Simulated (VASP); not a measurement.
# Lattice of CdS (Hawleyite) across functionals and dispersion corrections, part 2 of 3

Which functional gives the lattice of CdS (Hawleyite) as experiment finds it, and is a dearer one worth its cost? LASPH is on for some levels and off for others; the table marks which. The start is a cell from a database of measured crystal structures.

VASP 6.6.1, plane waves and PAW; the level of theory is named at each step.

So far. Step 2 (Relaxation with LDA): It ends with forces that vanish by symmetry and a pressure of 0.02 GPa. The volume lies -2.9 % from that of the database's start, which holds the thermal and zero-point expansion of its experiment. The conventional cell has a = 5.776 Å. Step 3 (Relaxation with PBE): It ends at 26.16 Å³/atom, +5.4 % from the start, with 0.03 GPa left. The conventional cell has a = 5.937 Å.

## (4) Relaxation with r2SCAN

This step: r2SCAN; plane waves and PAW (Cd, S) (VASP 6.6.1).

r2SCAN adds the kinetic-energy density, costs more than a GGA and is run with LASPH.

The input, INCAR:

```
SYSTEM = CdS
PREC = Accurate
ENCUT = 520
EDIFF = 1E-06
NELM = 100
ISMEAR = -1
SIGMA = 0.05
LREAL = .FALSE.
ALGO = Normal
METAGGA = R2SCAN
LASPH = .TRUE.
NBANDS = 15
LORBIT = 11
LWAVE = .FALSE.
LCHARG = .FALSE.
KPAR = 2
IBRION = 2
NSW = 60
ISIF = 3
EDIFFG = -0.01
```

The input, POSCAR:

```
CdS
1.0
    0.0000000000      2.9165000000      2.9165000000
    2.9165000000      0.0000000000      2.9165000000
    2.9165000000      2.9165000000      0.0000000000
Cd S
1 1
Direct
    0.0000000000      0.0000000000      0.0000000000
    0.2500000000      0.2500000000      0.2500000000
```

The input, KPOINTS:

```
Automatic mesh
0
Gamma
8 8 8
0 0 0
```

Potentials, in the order of the species: Cd and S (PBE family, release 64).

Command:

```bash
$ mpirun -np 2 vasp_std
```

The log of the run:

```text
[banner, memory and clock lines left out]
running    2 mpi-ranks, on    1 nodes
[...]
[... a notice as in an earlier step ...]

 LDA part: xc-table for (None), standard interpolation
 POSCAR, INCAR and KPOINTS ok, starting setup
[...]
entering main loop
       N       E                     dE             d eps       ncg     rms          rms(c)
DAV:   1     0.820092287684E+02    0.82009E+02   -0.92513E+03   894   0.111E+03
DAV:   2    -0.304032484212E+02   -0.11241E+03   -0.10627E+03  1045   0.270E+02
DAV:   3    -0.348346851625E+02   -0.44314E+01   -0.44206E+01  1087   0.560E+01
DAV:   4    -0.348616251142E+02   -0.26940E-01   -0.26938E-01  1052   0.436E+00
[...]
DAV:  11    -0.296783104086E+02    0.48402E-04   -0.14406E-04  1094   0.187E-01    0.946E-02
DAV:  12    -0.296782918534E+02    0.18555E-04   -0.16087E-04  1010   0.150E-01    0.334E-02
DAV:  13    -0.296782909170E+02    0.93641E-06   -0.34542E-06  1045   0.270E-02
   1 F= -.29678291E+02 E0= -.29678291E+02  d E =-.296783E+02
[...]
DAV:   8    -0.296846711928E+02   -0.17920E-05   -0.11279E-06   724   0.790E-03    0.385E-03
DAV:   9    -0.296846712189E+02   -0.26036E-07   -0.29980E-07   561   0.598E-03
   2 F= -.29684671E+02 E0= -.29684671E+02  d E =-.638030E-02
 trial-energy change:   -0.006380  1 .order   -0.006555   -0.021954    0.008843
 step:   0.7058(harm=  0.7129)  dis= 0.00000  next Energy=   -29.685977 (dE=-0.769E-02)
[...]
N       E                     dE             d eps       ncg     rms          rms(c)
DAV:   1    -0.297073687429E+02   -0.22698E-01   -0.43135E-01   912   0.818E+00    0.114E+00
DAV:   2    -0.296877898961E+02    0.19579E-01   -0.44375E-02   905   0.321E+00    0.405E-01
DAV:   3    -0.296861548525E+02    0.16350E-02   -0.44365E-03  1052   0.807E-01    0.344E-01
DAV:   4    -0.296859751179E+02    0.17973E-03   -0.38682E-04  1122   0.172E-01    0.787E-02
DAV:   5    -0.296859747241E+02    0.39371E-06   -0.23950E-05  1051   0.666E-02    0.351E-02
DAV:   6    -0.296859785702E+02   -0.38460E-05   -0.83316E-06   989   0.259E-02    0.101E-02
DAV:   7    -0.296859779279E+02    0.64222E-06   -0.50095E-07   575   0.676E-03
   3 F= -.29685978E+02 E0= -.29685978E+02  d E =-.768701E-02
[...]
reached required accuracy - stopping structural energy minimisation
```

Elapsed: 41 s, on 2 MPI ranks of Intel Xeon 6975P-C (Granite Rapids), shared host; peak memory 0.38 GiB.

From OUTCAR (step 4):

```text
  Total       -0.0002586     -0.0002586     -0.0002586     -0.0000000      0.0000000     -0.0000000
  in kB       -0.0081215     -0.0081215     -0.0081215     -0.0000000      0.0000000     -0.0000000
  external PRESSURE =      -0.0081215 kB  Pullay stress =       0.0000000 kB

 POSITION                                       TOTAL-FORCE (eV/Angst)
 -----------------------------------------------------------------------------------
      0.00000      0.00000      0.00000        -0.000000      0.000000     -0.000000
      1.47192      1.47192      1.47192         0.000000     -0.000000      0.000000
 -----------------------------------------------------------------------------------
    total drift:                               -0.000004     -0.000004     -0.000004

  FREE ENERGIE OF THE ION-ELECTRON SYSTEM (eV)
  ---------------------------------------------------
  free  energy   TOTEN  =       -29.6859779279 eV

  energy  without entropy=      -29.6859779245  energy(sigma->0) =      -29.68597793

[... 2 parts as in an earlier step ...]

[... 2 further parts left out ...]
[key lines of the parts left out:]
E-fermi :   1.6172
```

The PAW data sets were made with PBE, which is usual practice but a small mismatch for other functionals.

The steps of the relaxation:

```tsv
step	energy less that of the first step (eV)	largest force (eV/Å)	pressure (GPa)	volume (Å³)
1	0.0000	0.0000	1.78	49.62
2	-0.0064	0.0000	-0.69	51.62
3	-0.0077	0.0000	0.00	51.02
```

```tsv
conventional cell, symmetrised	before	after	change
a (Å)	5.833	5.888	+0.9 %
b (Å)	5.833	5.888	+0.9 %
c (Å)	5.833	5.888	+0.9 %
volume (Å³/atom)	24.81	25.51	+2.8 %
```

The relaxed structure:

```xyz
2
Lattice="0.0000 2.9438 2.9438 2.9438 0.0000 2.9438 2.9438 2.9438 0.0000" Properties=species:S:1:pos:R:3 pbc="T T T"
Cd    0.0000    0.0000    0.0000
S     1.4719    1.4719    1.4719
```

It ends at 25.51 Å³/atom, +2.8 % from the start, with 0.00 GPa left. The conventional cell has a = 5.888 Å.

## (5) Relaxation with PBE + D3(BJ)

This step: PBE with D3(BJ); plane waves and PAW (Cd, S) (VASP 6.6.1).

A dispersion term adds the long-range attraction that semilocal functionals lack. D3 with Becke-Johnson damping keeps a finite attraction at short range.

Edit INCAR of step 4 so:

```diff
@@ -9,4 +9,4 @@
 ALGO = Normal
-METAGGA = R2SCAN
-LASPH = .TRUE.
+GGA = PE
+IVDW = 12
 NBANDS = 15
```

POSCAR is that of step 4.

KPOINTS is that of step 4.

Command:

```bash
$ mpirun -np 2 vasp_std
```

The log of the run:

```text
[... set-up lines as in an earlier step ...]
 entering main loop
       N       E                     dE             d eps       ncg     rms          rms(c)
[... 14 cycles as in an earlier step ...]
   1 F= -.67340768E+01 E0= -.67340767E+01  d E =-.673408E+01
[...]
N       E                     dE             d eps       ncg     rms          rms(c)
DAV:   1    -0.621757814324E+01   -0.96807E-01   -0.15417E+00   898   0.156E+01    0.225E+00
DAV:   2    -0.614653636941E+01    0.71042E-01   -0.15517E-01   968   0.591E+00    0.816E-01
DAV:   3    -0.613879340569E+01    0.77430E-02   -0.17817E-02  1122   0.153E+00    0.691E-01
DAV:   4    -0.613793760099E+01    0.85580E-03   -0.11702E-03   926   0.312E-01    0.156E-01
DAV:   5    -0.613786571849E+01    0.71883E-04   -0.18377E-04  1101   0.207E-01    0.301E-02
DAV:   6    -0.613786637589E+01   -0.65740E-06   -0.33142E-05   919   0.744E-02    0.224E-02
DAV:   7    -0.613786766667E+01   -0.12908E-05   -0.29678E-06   960   0.133E-02    0.525E-03
DAV:   8    -0.613786764468E+01    0.21995E-07   -0.63815E-07   512   0.118E-02
   2 F= -.67361674E+01 E0= -.67361674E+01  d E =-.209066E-02
 trial-energy change:   -0.002091  1 .order   -0.002152   -0.006686    0.002381
 step:   0.7293(harm=  0.7374)  dis= 0.00000  next Energy=    -6.736491 (dE=-0.241E-02)
[...]
N       E                     dE             d eps       ncg     rms          rms(c)
DAV:   1    -0.614006757941E+01   -0.21999E-02   -0.11232E-01   905   0.416E+00    0.581E-01
DAV:   2    -0.613474520973E+01    0.53224E-02   -0.11810E-02   954   0.165E+00    0.207E-01
DAV:   3    -0.613420733848E+01    0.53787E-03   -0.13358E-03  1115   0.407E-01    0.172E-01
DAV:   4    -0.613416890796E+01    0.38431E-04   -0.83416E-05   933   0.905E-02    0.400E-02
DAV:   5    -0.613416882941E+01    0.78548E-07   -0.11748E-05  1101   0.532E-02    0.111E-02
DAV:   6    -0.613416982993E+01   -0.10005E-05   -0.24112E-06   882   0.189E-02    0.536E-03
DAV:   7    -0.613416980132E+01    0.28612E-07   -0.22357E-07   512   0.350E-03
   3 F= -.67364888E+01 E0= -.67364887E+01  d E =-.241202E-02
[...]
reached required accuracy - stopping structural energy minimisation
```

It took 11 s on 2 MPI ranks; peak memory 0.38 GiB.

From OUTCAR (step 5):

```text
 Edisp (eV)   -0.59830

 Edisp (eV)   -0.60232

  Total       0.00520     0.00520     0.00520    -0.00000     0.00000     0.00000
  in kB       0.16519     0.16519     0.16519    -0.00000     0.00000     0.00000
  external pressure =        0.17 kB  Pullay stress =        0.00 kB

 POSITION                                       TOTAL-FORCE (eV/Angst)
 -----------------------------------------------------------------------------------
      0.00000      0.00000      0.00000         0.000000      0.000000      0.000000
      1.46605      1.46605      1.46605        -0.000000     -0.000000     -0.000000
 -----------------------------------------------------------------------------------
    total drift:                               -0.000000     -0.000000     -0.000000

  FREE ENERGIE OF THE ION-ELECTRON SYSTEM (eV)
  ---------------------------------------------------
  free  energy   TOTEN  =        -6.7364888107 eV

  energy  without entropy=       -6.7364886520  energy(sigma->0) =       -6.73648873

[... 2 parts as in an earlier step ...]

[... 2 further parts left out ...]
[key lines of the parts left out:]
E-fermi :   1.7755
```

Step by step:

```tsv
step	energy less that of the first step (eV)	largest force (eV/Å)	pressure (GPa)	volume (Å³)
1	0.0000	0.0000	0.98	49.62
2	-0.0021	0.0000	-0.34	50.71
3	-0.0024	0.0000	0.02	50.42
```

```tsv
conventional cell, symmetrised	before	after	change
a (Å)	5.833	5.864	+0.5 %
b (Å)	5.833	5.864	+0.5 %
c (Å)	5.833	5.864	+0.5 %
volume (Å³/atom)	24.81	25.21	+1.6 %
```

The relaxed structure:

```xyz
2
Lattice="0.0000 2.9321 2.9321 2.9321 0.0000 2.9321 2.9321 2.9321 0.0000" Properties=species:S:1:pos:R:3 pbc="T T T"
Cd    0.0000    0.0000    0.0000
S     1.4660    1.4660    1.4660
```

It ends at 25.21 Å³/atom, +1.6 % from the start, with 0.02 GPa left. The conventional cell has a = 5.864 Å. Against plain PBE, the dispersion term moves a by -1.2 %.

## (6) Relaxation with r2SCAN + rVV10

This step: r2SCAN with rVV10; plane waves and PAW (Cd, S) (VASP 6.6.1).

LUSE_VDW switches on a nonlocal correlation term for dispersion.

Edit INCAR of step 5 so:

```diff
@@ -9,4 +9,8 @@
 ALGO = Normal
-GGA = PE
-IVDW = 12
+METAGGA = R2SCAN
+LUSE_VDW = .TRUE.
+IVDW_NL = 2
+BPARAM = 11.95
+CPARAM = 0.0093
+LASPH = .TRUE.
 NBANDS = 15
```

POSCAR is that of step 5.

KPOINTS is that of step 5.

Command:

```bash
$ mpirun -np 2 vasp_std
```

The log of the run:

```text
[banner, memory and clock lines left out]
running    2 mpi-ranks, on    1 nodes
[...]
|                                                                             |
|               ----> ADVICE to this user running VASP <----                  |
|                                                                             |
|     You have switched on vdW-DFT.                                           |
|     This routine was written and supplied by Jiri Klimes. We recommend      |
|     that you carefully read and cite the following publications:            |
|       J. Klimes, D.R. Bowler, A. Michelides                                 |
|          J. Phys.: Cond Matt. 22 022201 (2010)                              |
|       J. Klimes, D.R. Bowler, A. Michelides                                 |
|          Phys. Rev. B. 83, 195131 (2011)                                    |
|     and references therein.                                                 |
|                                                                             |

[...]
DAV:   1    -0.291248960738E+02   -0.69099E-02   -0.13059E-01   919   0.455E+00    0.634E-01
Total rVV10 correction in eV:      0.5655871    21.2078082
Total rVV10 correction in eV:      0.5655871    21.2078082
DAV:   2    -0.291189418445E+02    0.59542E-02   -0.13436E-02   919   0.178E+00    0.228E-01
Total rVV10 correction in eV:      0.5651570    21.2078082
Total rVV10 correction in eV:      0.5651570    21.2078082
DAV:   3    -0.291184495348E+02    0.49231E-03   -0.13239E-03  1045   0.447E-01    0.194E-01
Total rVV10 correction in eV:      0.5650132    21.2078082
Total rVV10 correction in eV:      0.5650132    21.2078082
DAV:   4    -0.291183987986E+02    0.50736E-04   -0.12044E-04  1108   0.956E-02    0.429E-02
Total rVV10 correction in eV:      0.5650041    21.2078082
Total rVV10 correction in eV:      0.5650041    21.2078082
DAV:   5    -0.291183995854E+02   -0.78685E-06   -0.72876E-06  1012   0.372E-02
Total rVV10 correction in eV:      0.5649914    21.2078082
Total rVV10 correction in eV:      0.5649914    21.2078082
Total rVV10 correction in eV:      0.5649999    21.2078082
Total rVV10 correction in eV:      0.5649999    21.2078082
   3 F= -.29118400E+02 E0= -.29118400E+02  d E =-.231270E-02
[...]
reached required accuracy - stopping structural energy minimisation
```

The job ended after 99 s (2 MPI ranks; peak memory 0.63 GiB).

OUTCAR, selected parts (step 6):

```text
  Total        0.0011247      0.0011247      0.0011247      0.0000000      0.0000000      0.0000000
  in kB        0.0357674      0.0357674      0.0357674      0.0000000      0.0000000      0.0000000
  external PRESSURE =       0.0357674 kB  Pullay stress =       0.0000000 kB

 POSITION                                       TOTAL-FORCE (eV/Angst)
 -----------------------------------------------------------------------------------
      0.00000      0.00000      0.00000         0.000000     -0.000000      0.000000
      1.46569      1.46569      1.46569        -0.000000      0.000000     -0.000000
 -----------------------------------------------------------------------------------
    total drift:                               -0.000005     -0.000005     -0.000005

  FREE ENERGIE OF THE ION-ELECTRON SYSTEM (eV)
  ---------------------------------------------------
  free  energy   TOTEN  =       -29.1183995854 eV

  energy  without entropy=      -29.1183995811  energy(sigma->0) =      -29.11839958

[... 2 parts as in an earlier step ...]

[... 2 further parts left out ...]
[key lines of the parts left out:]
E-fermi :   1.6951
```

It ends at 25.19 Å³/atom, +1.5 % from the start, with 0.00 GPa left. The conventional cell has a = 5.863 Å. Against plain r2SCAN, the dispersion term moves a by -0.4 %.

## (7) Relaxation with AM05

This step: AM05; plane waves and PAW (Cd, S) (VASP 6.6.1).

AM05 is built from the electron gas and the surface model, and does well on lattice constants.

Edit INCAR of step 6 so:

```diff
@@ -9,8 +9,3 @@
 ALGO = Normal
-METAGGA = R2SCAN
-LUSE_VDW = .TRUE.
-IVDW_NL = 2
-BPARAM = 11.95
-CPARAM = 0.0093
-LASPH = .TRUE.
+GGA = AM
 NBANDS = 15
```

POSCAR is that of step 6.

KPOINTS is that of step 6.

Command:

```bash
$ mpirun -np 2 vasp_std
```

The log of the run:

```text
[banner, memory and clock lines left out]
running    2 mpi-ranks, on    1 nodes
[...]
[... a notice as in an earlier step ...]

 LDA part: xc-table for (Slater+PW92), standard interpolation
 POSCAR, INCAR and KPOINTS ok, starting setup
[...]
entering main loop
       N       E                     dE             d eps       ncg     rms          rms(c)
DAV:   1     0.109877793345E+03    0.10988E+03   -0.90981E+03   886   0.109E+03
DAV:   2    -0.234560085217E+01   -0.11222E+03   -0.10638E+03  1031   0.268E+02
DAV:   3    -0.681721925098E+01   -0.44716E+01   -0.44604E+01  1094   0.553E+01
DAV:   4    -0.684559887626E+01   -0.28380E-01   -0.28377E-01  1038   0.442E+00
[...]
DAV:  12    -0.634638376012E+01    0.57910E-05   -0.28251E-05  1156   0.732E-02    0.966E-03
DAV:  13    -0.634638581095E+01   -0.20508E-05   -0.73433E-06   926   0.168E-02    0.106E-02
DAV:  14    -0.634638552282E+01    0.28813E-06   -0.36580E-07   764   0.390E-03
   1 F= -.63463855E+01 E0= -.63463855E+01  d E =-.634639E+01
[...]
DAV:   4    -0.634757065151E+01    0.41632E-03   -0.61672E-04   954   0.232E-01    0.104E-01
DAV:   5    -0.634753973772E+01    0.30914E-04   -0.92694E-05  1066   0.150E-01    0.203E-02
DAV:   6    -0.634754029204E+01   -0.55432E-06   -0.17349E-05   912   0.543E-02    0.150E-02
DAV:   7    -0.634754106697E+01   -0.77493E-06   -0.19861E-06   958   0.109E-02
   2 F= -.63475411E+01 E0= -.63475410E+01  d E =-.115554E-02
 trial-energy change:   -0.001156  1 .order   -0.001078   -0.003452    0.001297
 step:   0.7456(harm=  0.7269)  dis= 0.00000  next Energy=    -6.347705 (dE=-0.132E-02)
[...]
N       E                     dE             d eps       ncg     rms          rms(c)
DAV:   1    -0.635040359491E+01   -0.28633E-02   -0.51328E-02   926   0.282E+00    0.389E-01
DAV:   2    -0.634794877238E+01    0.24548E-02   -0.54877E-03   961   0.113E+00    0.139E-01
DAV:   3    -0.634770048498E+01    0.24829E-03   -0.61332E-04  1108   0.277E-01    0.114E-01
DAV:   4    -0.634767988401E+01    0.20601E-04   -0.39298E-05   940   0.618E-02    0.254E-02
DAV:   5    -0.634767924209E+01    0.64192E-06   -0.52841E-06  1066   0.362E-02
   3 F= -.63476792E+01 E0= -.63476792E+01  d E =-.129372E-02
[...]
reached required accuracy - stopping structural energy minimisation
```

Wall time 13 s (2 MPI ranks); peak memory 0.35 GiB; 25 s of CPU time.

From OUTCAR (step 7):

```text
  Total        0.0100398      0.0100398      0.0100398      0.0000000      0.0000000      0.0000000
  in kB        0.3204129      0.3204129      0.3204129      0.0000000      0.0000000      0.0000000
  external PRESSURE =       0.3204129 kB  Pullay stress =       0.0000000 kB

 POSITION                                       TOTAL-FORCE (eV/Angst)
 -----------------------------------------------------------------------------------
      0.00000      0.00000      0.00000        -0.000000     -0.000000     -0.000000
      1.46398      1.46398      1.46398         0.000000      0.000000      0.000000
 -----------------------------------------------------------------------------------
    total drift:                               -0.000001     -0.000001     -0.000000

  FREE ENERGIE OF THE ION-ELECTRON SYSTEM (eV)
  ---------------------------------------------------
  free  energy   TOTEN  =        -6.3476792421 eV

  energy  without entropy=       -6.3476790762  energy(sigma->0) =       -6.34767916

[... 2 parts as in an earlier step ...]

[... 2 further parts left out ...]
[key lines of the parts left out:]
E-fermi :   1.7777
```

It ends at 25.10 Å³/atom, +1.2 % from the start, with 0.03 GPa left. The conventional cell has a = 5.856 Å.

(Continued in part 3 of 3.)

[Lines on the potential files, build, host, timing and source positions are cut from VASP's logs without a mark.]

[Logs are printed without paths, hosts, clocks, repeated set-up lines and the standing remarks that a program may print on its own settings, such as how far it seeks lower states.]

[Hosts, paths, dates, database ids (printed as entryN), source tags and the programs' standing remarks are cut or masked in the printed files.]

[A measured line is paired with the nearest computed mode of its activity, which favours agreement.]
